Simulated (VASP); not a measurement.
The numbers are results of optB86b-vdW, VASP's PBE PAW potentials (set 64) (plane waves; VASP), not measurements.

The input files of a VASP run:

INCAR:
```
SYSTEM = MoSi2
PREC = Accurate
ENCUT = 520
EDIFF = 1E-7
NELM = 100
ALGO = Normal
LREAL = .FALSE.
LASPH = .TRUE.
ISMEAR = -5
GGA = MK
PARAM1 = 0.1234
PARAM2 = 1.0
LUSE_VDW = .TRUE.
AGGAC = 0.0
LMAXMIX = 4
LWAVE = .FALSE.
LCHARG = .TRUE.
LORBIT = 11
NEDOS = 601
ISIF = 2
LEFG = .TRUE.
```

**POSCAR**
```
MoSi2
1
   -1.6065711454     1.6065711454     3.9324489817
    1.6065711454    -1.6065711454     3.9324489817
    1.6065711454     1.6065711454    -3.9324489817
Si Mo
2 1
Direct
  0.6647651235   0.6647651235   1.0000000000
  0.3352348765   0.3352348765   0.0000000000
  0.0000000000   0.0000000000   0.0000000000
```

**KPOINTS**
```
Automatic mesh
0
Gamma
15 15 15
0 0 0
```

POTCAR, in this order: Si Mo_sv (PBE.64 set). Program: vasp_std.

Output of the run:

File OUTCAR:
```
 ion  position               nearest neighbor table
   1  0.665  0.665  0.000-   2 2.59   3 2.62   3 2.62   3 2.62   3 2.62   3 2.64   2 2.64   2 2.64
                             2 2.64   2 2.64
   2  0.335  0.335  0.000-   1 2.59   3 2.62   3 2.62   3 2.62   3 2.62   3 2.64   1 2.64   1 2.64
                             1 2.64   1 2.64
   3  0.000  0.000  0.000-   2 2.62   1 2.62   1 2.62   1 2.62   1 2.62   2 2.62   2 2.62   2 2.62
                             1 2.64   2 2.64
  LATTYP: Found a body centered tetragonal cell.
 ALAT       =     3.2131422908
 C/A-ratio  =     2.4477278787
 Subroutine PRICEL returns:
 Original cell was already a primitive cell.
 Subroutine GETGRP returns: Found 16 space group operations
The static configuration has the point symmetry D_4h.
The dynamic configuration has the point symmetry D_4h.
 Subroutine INISYM returns: Found 16 space group operations
 Subroutine IBZKPT returns following result:
 Found    288 irreducible k-points:

 Following reciprocal coordinates:
            Coordinates               Weight
  0.000000  0.000000  0.000000      1.000000
  0.066667 -0.000000  0.000000      8.000000
  0.133333  0.000000 -0.000000      8.000000
  0.200000 -0.000000  0.000000      8.000000
  0.266667  0.000000 -0.000000      8.000000
  0.333333 -0.000000  0.000000      8.000000
  0.400000 -0.000000  0.000000      8.000000
  0.466667 -0.000000  0.000000      8.000000
  0.066667  0.066667  0.000000      8.000000
  0.133333  0.066667  0.000000     16.000000
  0.200000  0.066667  0.000000     16.000000
  0.266667  0.066667  0.000000     16.000000
  0.333333  0.066667  0.000000     16.000000
  0.400000  0.066667  0.000000     16.000000
  0.466667  0.066667  0.000000     16.000000
 -0.466667  0.066667 -0.000000     16.000000
 -0.400000  0.066667 -0.000000     16.000000
 -0.333333  0.066667 -0.000000     16.000000
 -0.266667  0.066667  0.000000     16.000000
...
```

**OSZICAR**
```
       N       E                     dE             d eps       ncg     rms          rms(c)
DAV:   1     0.127790047991E+03    0.12779E+03   -0.11471E+04  8648   0.139E+03
DAV:   2    -0.160226281387E+02   -0.14381E+03   -0.14248E+03 10754   0.337E+02
DAV:   3    -0.190188071276E+02   -0.29962E+01   -0.29801E+01 11461   0.441E+01
DAV:   4    -0.190339994185E+02   -0.15192E-01   -0.15195E-01  9949   0.365E+00
DAV:   5    -0.190341318523E+02   -0.13243E-03   -0.13262E-03 11629   0.318E-01    0.210E+01
DAV:   6    -0.183343702153E+02    0.69976E+00   -0.73264E+00 10047   0.184E+01    0.461E+00
DAV:   7    -0.182153702576E+02    0.11900E+00   -0.11526E+00  9734   0.687E+00    0.449E+00
DAV:   8    -0.181853879537E+02    0.29982E-01   -0.11612E-01 10369   0.286E+00    0.440E-01
DAV:   9    -0.181850583422E+02    0.32961E-03   -0.23485E-03 10719   0.425E-01    0.243E-01
DAV:  10    -0.181850828544E+02   -0.24512E-04   -0.73363E-04 10572   0.246E-01    0.525E-02
DAV:  11    -0.181850688858E+02    0.13969E-04   -0.23203E-04 10467   0.121E-01    0.388E-02
DAV:  12    -0.181850705244E+02   -0.16386E-05   -0.31266E-05  9804   0.405E-02    0.796E-03
DAV:  13    -0.181850700147E+02    0.50974E-06   -0.80020E-07 10656   0.733E-03    0.181E-03
DAV:  14    -0.181850699923E+02    0.22386E-07   -0.28187E-08  5825   0.126E-03
   1 F= -.18185070E+02 E0= -.18185070E+02  d E =0.000000E+00
```

**OUTCAR**
```
------------------------ aborting loop because EDIFF is reached ----------------------------------------
  FORCE on cell =-STRESS in cart. coord.  units (eV):
  Direction    XX          YY          ZZ          XY          YZ          ZX
  --------------------------------------------------------------------------------------
  Total        0.0239399      0.0239399     -0.0110975      0.0000000      0.0000000      0.0000000
  in kB        0.9447332      0.9447332     -0.4379383      0.0000000      0.0000000      0.0000000
  external PRESSURE =       0.4838427 kB  Pullay stress =       0.0000000 kB
  volume of cell :       40.60
      direct lattice vectors                 reciprocal lattice vectors
    -1.606571145  1.606571145  3.932448982     0.000000000  0.311221823  0.127147231
     1.606571145 -1.606571145  3.932448982     0.311221823  0.000000000  0.127147231
     1.606571145  1.606571145 -3.932448982     0.311221823  0.311221823  0.000000000
 POSITION                                       TOTAL-FORCE (eV/Angst)
 -----------------------------------------------------------------------------------
      0.00000      0.00000      5.22831         0.000000      0.000000     -0.026560
      0.00000      0.00000      2.63659         0.000000      0.000000      0.026560
      0.00000      0.00000      0.00000        -0.000000     -0.000000     -0.000000
 -----------------------------------------------------------------------------------
    total drift:                                0.000000     -0.000000     -0.000000
  FREE ENERGIE OF THE ION-ELECTRON SYSTEM (eV)
  ---------------------------------------------------
  free  energy   TOTEN  =       -18.1850699923 eV

  energy  without entropy=      -18.1850699923  energy(sigma->0) =      -18.18506999

 total charge

# of ion       s       p       d       tot
------------------------------------------
    1        0.745   0.876   0.000   1.620
    2        0.745   0.876   0.000   1.620
    3        2.284   6.202   4.185  12.671
--------------------------------------------------
tot          3.773   7.953   4.185  15.912

 Electric field gradients after diagonalization (V/A^2)
 (convention: |V_zz| > |V_xx| > |V_yy|)
----------------------------------------------------------------------
 ion       V_xx      V_yy      V_zz     asymmetry (V_yy - V_xx)/ V_zz
----------------------------------------------------------------------
   1       5.635     5.635   -11.271       0.000
   2       5.635     5.635   -11.271       0.000
   3      30.079    30.077   -60.156       0.000
```
(Selected blocks of OUTCAR.)

For a metal the tetrahedron method with Blöchl corrections gives inexact stress and forces.

The compound is MoSi2 in the MoSi2 type structure. It was relaxed first.
